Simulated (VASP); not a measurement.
All values below come from PBE0 hybrid, VASP's PBE PAW potentials (set 64) (plane waves; VASP).

VASP ran on this input.

File POSCAR:
```
RuS2
1
    5.6874790000     0.0000000000     0.0000000000
    0.0000000000     5.6874790000     0.0000000000
    0.0000000000     0.0000000000     5.6874790000
Ru S
4 8
Direct
  0.0000000000   0.5000000000   0.5000000000
  0.5000000000   0.5000000000   0.0000000000
  0.5000000000   0.0000000000   0.5000000000
  0.0000000000   0.0000000000   0.0000000000
  0.3882000000   0.1118000000   0.8882000000
  0.6118000000   0.8882000000   0.1118000000
  0.1118000000   0.8882000000   0.3882000000
  0.8882000000   0.1118000000   0.6118000000
  0.8882000000   0.3882000000   0.1118000000
  0.1118000000   0.6118000000   0.8882000000
  0.6118000000   0.6118000000   0.6118000000
  0.3882000000   0.3882000000   0.3882000000
```

**KPOINTS**
```
Automatic
0
gamma
  3 3 3
```

**INCAR**
```
# general
SYSTEM    =  RuS2
PREC      =  Accurate
ENCUT     =  300
LREAL     =  .FALSE.
LASPH     =  .TRUE.
ISYM      =  3

# electronic loop
EDIFF     =  1E-6
NELM      =  100
ALGO      =  Normal
LMAXMIX   =  4

# smearing
ISMEAR    =  0
SIGMA     =  0.01

# functional
GGA       =  PE
LHFCALC   =  .TRUE.
AEXX      =  0.25
HFRCUT    =  -1
PRECFOCK  =  Fast

# ions
ISIF      =  2

# output
LWAVE     =  .FALSE.
LCHARG    =  .FALSE.
```

POTCAR, in this order: Ru_pv S (PBE.64 set). Program: vasp_std.

The resulting files:

OSZICAR:
```
       N       E                     dE             d eps       ncg     rms          rms(c)
DAV:   1    -0.399204013355E+04   -0.39920E+04   -0.43581E+04   608   0.107E+03
DAV:   2    -0.469750492139E+04   -0.70546E+03   -0.68414E+03   566   0.332E+02
DAV:   3    -0.474674365923E+04   -0.49239E+02   -0.48035E+02   602   0.783E+01
DAV:   4    -0.474852475782E+04   -0.17811E+01   -0.17678E+01   624   0.140E+01
DAV:   5    -0.105094027793E+03    0.46434E+04   -0.34693E+01   514   0.347E+01    0.380E+01
DAV:   6    -0.103328432073E+03    0.17656E+01   -0.35726E+00   536   0.113E+01    0.208E+01
DAV:   7    -0.103056634617E+03    0.27180E+00   -0.58645E-01   572   0.314E+00    0.119E+01
DAV:   8    -0.102848615331E+03    0.20802E+00   -0.21942E-01   558   0.235E+00    0.704E+00
DAV:   9    -0.102813914673E+03    0.34701E-01   -0.74706E-02   544   0.101E+00    0.375E+00
DAV:  10    -0.102798846313E+03    0.15068E-01   -0.19111E-02   560   0.790E-01    0.194E+00
DAV:  11    -0.102795521484E+03    0.33248E-02   -0.43446E-03   568   0.266E-01    0.106E+00
DAV:  12    -0.102794323949E+03    0.11975E-02   -0.12061E-03   552   0.155E-01    0.610E-01
DAV:  13    -0.102794055128E+03    0.26882E-03   -0.37974E-04   584   0.708E-02    0.335E-01
DAV:  14    -0.102793976241E+03    0.78887E-04   -0.10263E-04   544   0.476E-02    0.180E-01
DAV:  15    -0.102793961866E+03    0.14375E-04   -0.30697E-05   528   0.220E-02    0.997E-02
DAV:  16    -0.102793960294E+03    0.15717E-05   -0.98697E-06   512   0.134E-02    0.560E-02
DAV:  17    -0.102793961591E+03   -0.12969E-05   -0.31718E-06   416   0.741E-03    0.314E-02
DAV:  18    -0.102793962876E+03   -0.12846E-05   -0.10778E-06   344   0.459E-03    0.171E-02
DAV:  19    -0.102793963854E+03   -0.97806E-06   -0.45781E-07   312   0.265E-03
   1 F= -.10279396E+03 E0= -.10279396E+03  d E =-.264357E-43
```

**OUTCAR**
```
------------------------ aborting loop because EDIFF is reached ----------------------------------------
  FORCE on cell =-STRESS in cart. coord.  units (eV):
  Direction    XX          YY          ZZ          XY          YZ          ZX
  --------------------------------------------------------------------------------------
  Total      -10.5585135    -10.5585135    -10.5585135     -0.0000000      0.0000000     -0.0000000
  in kB      -91.9504681    -91.9504681    -91.9504681     -0.0000000      0.0000000     -0.0000000
  external PRESSURE =     -91.9504681 kB  Pullay stress =       0.0000000 kB
  volume of cell :      183.98
      direct lattice vectors                 reciprocal lattice vectors
     5.687479000  0.000000000  0.000000000     0.175824825  0.000000000  0.000000000
     0.000000000  5.687479000  0.000000000     0.000000000  0.175824825  0.000000000
     0.000000000  0.000000000  5.687479000     0.000000000  0.000000000  0.175824825
 POSITION                                       TOTAL-FORCE (eV/Angst)
 -----------------------------------------------------------------------------------
      0.00000      2.84374      2.84374         0.000000     -0.000000      0.000000
      2.84374      2.84374      0.00000         0.000000     -0.000000      0.000000
      2.84374      0.00000      2.84374         0.000000     -0.000000      0.000000
      0.00000      0.00000      0.00000         0.000000     -0.000000      0.000000
      2.20788      0.63586      5.05162         0.296228     -0.296228      0.296228
      3.47960      5.05162      0.63586        -0.296228      0.296228     -0.296228
      0.63586      5.05162      2.20788        -0.296228      0.296228      0.296228
      5.05162      0.63586      3.47960         0.296228     -0.296228     -0.296228
      5.05162      2.20788      0.63586         0.296228      0.296228     -0.296228
      0.63586      3.47960      5.05162        -0.296228     -0.296228      0.296228
      3.47960      3.47960      3.47960        -0.296228     -0.296228     -0.296228
      2.20788      2.20788      2.20788         0.296228      0.296228      0.296228
 -----------------------------------------------------------------------------------
    total drift:                                0.000003     -0.000005      0.000001
  FREE ENERGIE OF THE ION-ELECTRON SYSTEM (eV)
  ---------------------------------------------------
  free  energy   TOTEN  =      -102.7939638536 eV

  energy  without entropy=     -102.7939638536  energy(sigma->0) =     -102.79396385

  exchange ACFDT corr.  =         0.00000000  see jH, gK, PRB 81, 115126
```
(Selected blocks of OUTCAR.)

At this cut-off the stress carries a Pulay error, which pulls relaxed volumes low.

The structure comes from a computed database's RuS2 entry; how it stands against other phases isn't given here. The cell was not relaxed at this level. The run is one of a series of settings (HFRCUT = -1, HFSCREEN removed against the base run), some of them coarse on purpose.
